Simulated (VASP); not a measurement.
Calculation: LDA (Ceperley-Alder, Perdew-Zunger), VASP's LDA PAW potentials (set 64) (plane waves; VASP).

The input files of a VASP run:

File KPOINTS:
```
Automatic mesh
0
Gamma
  9 9 9
0 0 0
```

File POSCAR:
```
Ge
3.9700360
  0.0000000000   0.7071068198   0.7071068198
  0.7071068198   0.0000000000   0.7071068198
  0.7071068198   0.7071068198   0.0000000000
Ge
2
direct
  0.0000000000   0.0000000000   0.0000000000
  0.2500000000   0.2500000000   0.2500000000
```

INCAR:
```
ALGO  =  Normal
EDIFF  =  1E-7
ENCUT  =  400
ISIF  =  2
ISMEAR  =  -5
LASPH  =  .TRUE.
LCHARG  =  .TRUE.
LMAXMIX  =  4
LORBIT  =  11
LREAL  =  .FALSE.
LWAVE  =  .FALSE.
NEDOS  =  601
NELM  =  100
PREC  =  Accurate
SYSTEM  =  Ge
```

POTCAR, in this order: Ge_d (LDA.64 set). Program: vasp_std.

The resulting files:

**OUTCAR**
```
 ion  position               nearest neighbor table
   1  0.000  0.000  0.000-   2 2.43   2 2.43   2 2.43   2 2.43
   2  0.250  0.250  0.250-   1 2.43   1 2.43   1 2.43   1 2.43
  LATTYP: Found a face centered cubic cell.
 ALAT       =     5.6144790606
 Subroutine PRICEL returns:
 Original cell was already a primitive cell.
 Subroutine GETGRP returns: Found 48 space group operations
The static configuration has the point symmetry T_d .
 The point group associated with its full space group is O_h .
The dynamic configuration has the point symmetry T_d .
 Subroutine INISYM returns: Found 48 space group operations
 Subroutine IBZKPT returns following result:
 Found     35 irreducible k-points:

 Following reciprocal coordinates:
            Coordinates               Weight
  0.000000  0.000000  0.000000      1.000000
  0.111111  0.000000  0.000000      8.000000
  0.222222  0.000000  0.000000      8.000000
  0.333333  0.000000  0.000000      8.000000
  0.444444  0.000000  0.000000      8.000000
  0.111111  0.111111  0.000000      6.000000
  0.222222  0.111111  0.000000     24.000000
  0.333333  0.111111  0.000000     24.000000
  0.444444  0.111111  0.000000     24.000000
 -0.444444  0.111111  0.000000     24.000000
 -0.333333  0.111111  0.000000     24.000000
 -0.222222  0.111111  0.000000     24.000000
 -0.111111  0.111111  0.000000     12.000000
  0.222222  0.222222  0.000000      6.000000
  0.333333  0.222222  0.000000     24.000000
  0.444444  0.222222  0.000000     24.000000
 -0.444444  0.222222  0.000000     24.000000
 -0.333333  0.222222  0.000000     24.000000
 -0.222222  0.222222  0.000000     12.000000
  0.333333  0.333333  0.000000      6.000000
  0.444444  0.333333  0.000000     24.000000
 -0.444444  0.333333  0.000000     24.000000
 -0.333333  0.333333  0.000000     12.000000
...
```

### OSZICAR
```
       N       E                     dE             d eps       ncg     rms          rms(c)
DAV:   1     0.148981029839E+03    0.14898E+03   -0.13676E+04  1298   0.370E+03
DAV:   2     0.805146365037E+01   -0.14093E+03   -0.13873E+03  1268   0.473E+02
DAV:   3    -0.100340333169E+02   -0.18085E+02   -0.17989E+02  1374   0.138E+02
DAV:   4    -0.105609507575E+02   -0.52692E+00   -0.52598E+00  1430   0.270E+01
DAV:   5    -0.105697524568E+02   -0.88017E-02   -0.88002E-02  1430   0.351E+00    0.340E+00
DAV:   6    -0.104471402997E+02    0.12261E+00   -0.45430E-02  1346   0.186E+00    0.196E+00
DAV:   7    -0.103847927722E+02    0.62348E-01   -0.10010E-01  1310   0.233E+00    0.142E-01
DAV:   8    -0.103854283092E+02   -0.63554E-03   -0.51334E-03  1374   0.885E-01    0.478E-02
DAV:   9    -0.103854501514E+02   -0.21842E-04   -0.11535E-04  1508   0.124E-01    0.165E-02
DAV:  10    -0.103854468591E+02    0.32923E-05   -0.12698E-05  1606   0.548E-02    0.488E-03
DAV:  11    -0.103854465235E+02    0.33559E-06   -0.14684E-06  1360   0.857E-03    0.177E-03
DAV:  12    -0.103854465228E+02    0.70122E-09   -0.77487E-08  1018   0.326E-03
   1 F= -.10385447E+02 E0= -.10385447E+02  d E =0.000000E+00
```

OUTCAR:
```
------------------------ aborting loop because EDIFF is reached ----------------------------------------
  FORCE on cell =-STRESS in cart. coord.  units (eV):
  Direction    XX          YY          ZZ          XY          YZ          ZX
  --------------------------------------------------------------------------------------
  Total       -0.0075958     -0.0075958     -0.0075958     -0.0000000      0.0000000     -0.0000000
  in kB       -0.2750531     -0.2750531     -0.2750531     -0.0000000      0.0000000     -0.0000000
  external PRESSURE =      -0.2750531 kB  Pullay stress =       0.0000000 kB
  volume of cell :       44.25
      direct lattice vectors                 reciprocal lattice vectors
     0.000000000  2.807239530  2.807239530    -0.178110915  0.178110915  0.178110915
     2.807239530  0.000000000  2.807239530     0.178110915 -0.178110915  0.178110915
     2.807239530  2.807239530  0.000000000     0.178110915  0.178110915 -0.178110915
 POSITION                                       TOTAL-FORCE (eV/Angst)
 -----------------------------------------------------------------------------------
      0.00000      0.00000      0.00000        -0.000000      0.000000      0.000000
      1.40362      1.40362      1.40362         0.000000     -0.000000     -0.000000
 -----------------------------------------------------------------------------------
    total drift:                                0.000000      0.000000      0.000000
  FREE ENERGIE OF THE ION-ELECTRON SYSTEM (eV)
  ---------------------------------------------------
  free  energy   TOTEN  =       -10.3854465228 eV

  energy  without entropy=      -10.3854465228  energy(sigma->0) =      -10.38544652

 total charge

# of ion       s       p       d       tot
------------------------------------------
    1        1.137   1.290  10.026  12.453
    2        1.137   1.290  10.026  12.453
--------------------------------------------------
tot          2.274   2.580  20.052  24.906
```
(Selected blocks of OUTCAR.)

OUTCAR:
```
 val. band max:        4.9513292690   @ k =   0.0000   0.0000   0.0000

 cond. band min:       5.0186878333   @ k =   0.0000   0.0000   0.0000


 Fermi energy:         5.0093567623

 k-point     1 :       0.0000    0.0000    0.0000
  band No.  band energies     occupation
      1     -20.0169      2.00000
      2     -20.0169      2.00000
      3     -20.0169      2.00000
      4     -19.9782      2.00000
      5     -19.9782      2.00000
      6     -19.7550      2.00000
      7     -19.7550      2.00000
      8     -19.7550      2.00000
      9     -19.7399      2.00000
     10     -19.7399      2.00000
     11      -8.0297      2.00000
     12       4.9513      2.00000
     13       4.9513      2.00000
     14       4.9513      2.00000
     15       5.0187      0.00000
     16       7.4880      0.00000
     17       7.4880      0.00000
     18       7.4880      0.00000

 k-point     2 :       0.1111    0.0000    0.0000
  band No.  band energies     occupation
      1     -20.0239      2.00000
      2     -20.0239      2.00000
      3     -20.0145      2.00000
      4     -19.9682      2.00000
      5     -19.9682      2.00000
      6     -19.7655      2.00000
      7     -19.7655      2.00000
      8     -19.7577      2.00000
      9     -19.7308      2.00000
     10     -19.7308      2.00000
     11      -7.8760      2.00000
     12       2.8483      2.00000
     13       4.6660      2.00000
     14       4.6660      2.00000
     15       5.9941      0.00000
     16       7.8672      0.00000
     17       7.8672      0.00000
     18       8.2401      0.00000

 k-point     3 :       0.2222    0.0000    0.0000
  band No.  band energies     occupation
      1     -20.0339      2.00000
      2     -20.0339      2.00000
      3     -20.0092      2.00000
      4     -19.9515      2.00000
      5     -19.9515      2.00000
      6     -19.7789      2.00000
      7     -19.7789      2.00000
      8     -19.7641      2.00000
      9     -19.7206      2.00000
...
```

The compound is Ge in the diamond structure. It was relaxed first.
